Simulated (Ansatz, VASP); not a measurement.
Two plane-wave programs on Al2B2N

```
CELL_PARAMETERS angstrom
2.97655 0.00000 0.00000
-1.48828 2.57777 0.00000
0.00000 0.00000 11.83035
ATOMIC_POSITIONS crystal
Al 0.33333 0.66667 0.40208
Al 0.33333 0.66667 0.90208
Al 0.66667 0.33333 0.09792
Al 0.66667 0.33333 0.59792
B 0.33333 0.66667 0.23083
B 0.33333 0.66667 0.73083
B 0.66667 0.33333 0.26917
B 0.66667 0.33333 0.76917
N 0.00000 0.00000 0.00000
N 0.00000 0.00000 0.50000
```

Alike in both runs: task single point; functional PBE; k mesh 12 × 12 × 2; occupations gaussian, width 0.2 eV; no spin polarisation.

|  | VASP | Ansatz |
| --- | --- | --- |
| version | VASP 6.6.1 | Ansatz 0.2.0 |
| potentials or method | VASP PAW PBE potentials, release 64 (Al, B, N) | scalar-relativistic, plane waves, PAW |
| plane-wave cutoff (eV) | 520 | 420 |
| valence electrons in the cell | 34 | 34 |

|  | VASP | Ansatz | Ansatz less VASP |
| --- | --- | --- | --- |
| gap on the k mesh at the Fermi level (eV) | none | none | - |
| pressure (GPa) | -0.1 | 0.0 | +0.14 |
| largest component of the traceless stress (GPa) | 0.41 | 0.46 | +0.056 |
| rms of the force components (eV/Å) | 0.020 | 0.019 | -0.0013 |

Atom by atom the forces differ by 0.002 eV/Å (rms over components). A gap of «none» marks a metal or a gap that the smearing closes.
